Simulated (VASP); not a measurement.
Level of theory: PBE GGA, VASP's PBE PAW potentials (set 64) (plane waves; VASP).

Input for VASP

KPOINTS:
```
Automatic mesh
0
Gamma
7 7 4
0 0 0
```

File POSCAR:
```
AlN
1.0
  1.5650905720  -2.7108163832   0.0000000000
  1.5650905720   2.7108163832   0.0000000000
  0.0000000000   0.0000000000   5.0117302543
Al N
2 2
Direct
  0.6666670000   0.3333330000   0.5000492216
  0.3333330000   0.6666670000   0.0000492216
  0.6666670000   0.3333330000   0.8819507784
  0.3333330000   0.6666670000   0.3819507784
```

**INCAR**
```
# general
SYSTEM = AlN
PREC   = Accurate
ENCUT  = 520
LREAL  = .FALSE.
LASPH  = .TRUE.

# electronic loop
EDIFF  = 1E-8
NELM   = 100
ALGO   = Normal

# smearing
ISMEAR = 0
SIGMA  = 0.05

# functional
GGA    = PE

# ions
IBRION = 1
NSW    = 30
ISIF   = 2
EDIFFG = -0.001

# output
LWAVE  = .FALSE.
LCHARG = .FALSE.
```

POTCAR, in this order: Al N (PBE.64 set). Program: vasp_std.

Output

File OUTCAR:
```
 ion  position               nearest neighbor table
   1  0.667  0.333  0.500-   4 1.90   4 1.90   4 1.90   3 1.91   2 3.09   2 3.09   2 3.09   2 3.09
                             2 3.09   2 3.09
   2  0.333  0.667  0.000-   3 1.90   3 1.90   3 1.90   4 1.91   1 3.09   1 3.09   1 3.09   1 3.09
                             1 3.09   1 3.09
   3  0.667  0.333  0.882-   2 1.90   2 1.90   2 1.90   1 1.91
   4  0.333  0.667  0.382-   1 1.90   1 1.90   1 1.90   2 1.91
  LATTYP: Found a hexagonal cell.
 ALAT       =     3.1301811388
 C/A-ratio  =     1.6010991160
 Subroutine PRICEL returns:
 Original cell was already a primitive cell.
 Subroutine GETGRP returns: Found 12 space group operations
The static configuration has the point symmetry C_3v.
 The point group associated with its full space group is C_6v.
The dynamic configuration has the point symmetry C_3v.
 Subroutine INISYM returns: Found 12 space group operations
 Subroutine IBZKPT returns following result:
 Found     24 irreducible k-points:

 Following reciprocal coordinates:
            Coordinates               Weight
  0.000000  0.000000  0.000000      1.000000
  0.142857  0.000000  0.000000      6.000000
  0.285714  0.000000  0.000000      6.000000
  0.428571  0.000000  0.000000      6.000000
  0.142857  0.142857  0.000000      6.000000
  0.285714  0.142857  0.000000     12.000000
  0.428571  0.142857  0.000000      6.000000
  0.285714  0.285714  0.000000      6.000000
  0.000000  0.000000  0.250000      2.000000
  0.142857  0.000000  0.250000     12.000000
  0.285714  0.000000  0.250000     12.000000
  0.428571  0.000000  0.250000     12.000000
  0.142857  0.142857  0.250000     12.000000
  0.285714  0.142857  0.250000     24.000000
  0.428571  0.142857  0.250000     12.000000
  0.285714  0.285714  0.250000     12.000000
  0.000000  0.000000  0.500000      1.000000
  0.142857  0.000000  0.500000      6.000000
...
```

File OSZICAR:
```
       N       E                     dE             d eps       ncg     rms          rms(c)
DAV:   1     0.511728758028E+02    0.51173E+02   -0.76329E+03   576   0.120E+03
DAV:   2    -0.306819282156E+02   -0.81855E+02   -0.75044E+02   884   0.220E+02
DAV:   3    -0.344299388148E+02   -0.37480E+01   -0.37318E+01   756   0.510E+01
DAV:   4    -0.344605622179E+02   -0.30623E-01   -0.30618E-01   648   0.542E+00
DAV:   5    -0.344610146409E+02   -0.45242E-03   -0.45241E-03   748   0.677E-01    0.121E+01
DAV:   6    -0.297746497921E+02    0.46864E+01   -0.17020E+01   692   0.314E+01    0.422E+00
DAV:   7    -0.297911706665E+02   -0.16521E-01   -0.61849E-01   636   0.628E+00    0.287E+00
DAV:   8    -0.297842861402E+02    0.68845E-02   -0.76352E-02   636   0.293E+00    0.483E-01
DAV:   9    -0.297796615121E+02    0.46246E-02   -0.19801E-02   720   0.105E+00    0.242E-01
DAV:  10    -0.297802268863E+02   -0.56537E-03   -0.23005E-03   668   0.367E-01    0.129E-01
DAV:  11    -0.297801574604E+02    0.69426E-04   -0.20851E-04   676   0.116E-01    0.326E-02
DAV:  12    -0.297801593993E+02   -0.19389E-05   -0.84050E-06   628   0.298E-02    0.913E-03
DAV:  13    -0.297801591086E+02    0.29067E-06   -0.58786E-06   708   0.180E-02    0.540E-03
DAV:  14    -0.297801590914E+02    0.17168E-07   -0.42305E-07   680   0.590E-03    0.123E-03
DAV:  15    -0.297801591209E+02   -0.29456E-07   -0.37455E-08   660   0.162E-03    0.210E-04
DAV:  16    -0.297801591171E+02    0.38481E-08   -0.13659E-09   348   0.349E-04
   1 F= -.29780159E+02 E0= -.29780159E+02  d E =-.297802E+02
       N       E                     dE             d eps       ncg     rms          rms(c)
DAV:   1    -0.297801636416E+02   -0.45207E-05   -0.14028E-03   576   0.344E-01    0.593E-03
DAV:   2    -0.297801649803E+02   -0.13387E-05   -0.21426E-05   656   0.399E-02    0.391E-03
DAV:   3    -0.297801644964E+02    0.48390E-06   -0.56089E-07   680   0.874E-03    0.165E-03
DAV:   4    -0.297801644506E+02    0.45821E-07   -0.55608E-07   668   0.661E-03    0.646E-04
DAV:   5    -0.297801644530E+02   -0.23617E-08   -0.51182E-08   520   0.217E-03
   2 F= -.29780164E+02 E0= -.29780164E+02  d E =-.533593E-05
       N       E                     dE             d eps       ncg     rms          rms(c)
DAV:   1    -0.297801646253E+02   -0.17470E-06   -0.27267E-05   576   0.478E-02    0.842E-04
DAV:   2    -0.297801646447E+02   -0.19394E-07   -0.40061E-07   652   0.555E-03    0.605E-04
DAV:   3    -0.297801646266E+02    0.18147E-07   -0.14406E-08   380   0.147E-03    0.218E-04
DAV:   4    -0.297801646258E+02    0.72907E-09   -0.13524E-08   288   0.102E-03
   3 F= -.29780165E+02 E0= -.29780165E+02  d E =-.172860E-06
```

**OUTCAR**
```
------------------------ aborting loop because EDIFF is reached ----------------------------------------
  FORCE on cell =-STRESS in cart. coord.  units (eV):
  Direction    XX          YY          ZZ          XY          YZ          ZX
  --------------------------------------------------------------------------------------
  Total       -0.0428766     -0.0428766      0.0560858      0.0000000      0.0000000      0.0000000
  in kB       -1.6153774     -1.6153773      2.1130328      0.0000000      0.0000000      0.0000000
  external PRESSURE =      -0.3725740 kB  Pullay stress =       0.0000000 kB
  volume of cell :       42.53
      direct lattice vectors                 reciprocal lattice vectors
     1.565090572 -2.710816383  0.000000000     0.319470329 -0.184446281  0.000000000
     1.565090572  2.710816383  0.000000000     0.319470329  0.184446281  0.000000000
     0.000000000  0.000000000  5.011730254     0.000000000  0.000000000  0.199531888
  FREE ENERGIE OF THE ION-ELECTRON SYSTEM (eV)
  ---------------------------------------------------
  free  energy   TOTEN  =       -29.7801646258 eV

  energy  without entropy=      -29.7801646258  energy(sigma->0) =      -29.78016463

 reached required accuracy - stopping structural energy minimisation
```
(Selected blocks of OUTCAR.)

CONTCAR:
```
AlN
   1.00000000000000
     1.5650905719999999   -2.7108163832000001    0.0000000000000000
     1.5650905719999999    2.7108163832000001    0.0000000000000000
     0.0000000000000000    0.0000000000000000    5.0117302542999997
  Al              N
     2     2
Direct
     0.6666669999999968    0.3333330000000032    0.5001177745387777
     0.3333330000000032    0.6666669999999968    0.0001177745387777
     0.6666669999999968    0.3333330000000032    0.8818822254612202
     0.3333330000000032    0.6666669999999968    0.3818822254612202
```

The compound is AlN in the wurtzite structure. This run relaxes the ions in a fixed cell. Symmetry was kept, so distortions that lower it aren't found. The start is the result of an earlier pass.
